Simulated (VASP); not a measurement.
```xyz
4
Lattice="3.8979 0.0000 0.0000 0.0000 3.8979 0.0000 0.0000 0.0000 3.8979" Properties=species:S:1:pos:R:3 pbc="T T T"
Ti     0.0000     0.0000     0.0000
Pt     0.0000     1.9489     1.9489
Pt     1.9489     0.0000     1.9489
Pt     1.9489     1.9489     0.0000
```

Method: PBEsol GGA, VASP's PBE PAW potentials (set 64) (plane waves; VASP). Settings: 400 eV cut-off, Gaussian smearing of 0.050 eV, potentials Ti_sv Pt.

Question: Give the energies of bands 11 to 24 at the high-symmetry points, in eV from the Fermi level.

Answer: 
| band | Γ | X | M | R |
|---|---|---|---|---|
| 11 | -6.80 | -5.13 | -4.88 | -4.54 |
| 12 | -3.66 | -4.74 | -4.88 | -3.69 |
| 13 | -3.66 | -4.44 | -4.43 | -3.69 |
| 14 | -3.66 | -4.44 | -4.43 | -3.69 |
| 15 | -1.71 | -3.62 | -4.18 | -3.09 |
| 16 | -1.71 | -3.16 | -3.24 | -3.09 |
| 17 | -0.55 | -2.71 | -3.15 | -1.07 |
| 18 | 0.02 | -2.71 | -3.15 | -0.77 |
| 19 | 0.02 | -2.65 | -2.53 | -0.77 |
| 20 | 0.02 | -1.40 | -2.33 | -0.77 |
| 21 | 1.36 | -0.25 | -2.30 | -0.48 |
| 22 | 1.36 | -0.25 | 0.17 | -0.48 |
| 23 | 1.50 | 0.03 | 0.17 | -0.48 |
| 24 | 1.50 | 0.41 | 0.31 | 1.18 |

It has no gap at this level: it comes out as a metal or semimetal.

The compound is Pt3Ti in the L1_2 structure. It was relaxed first.
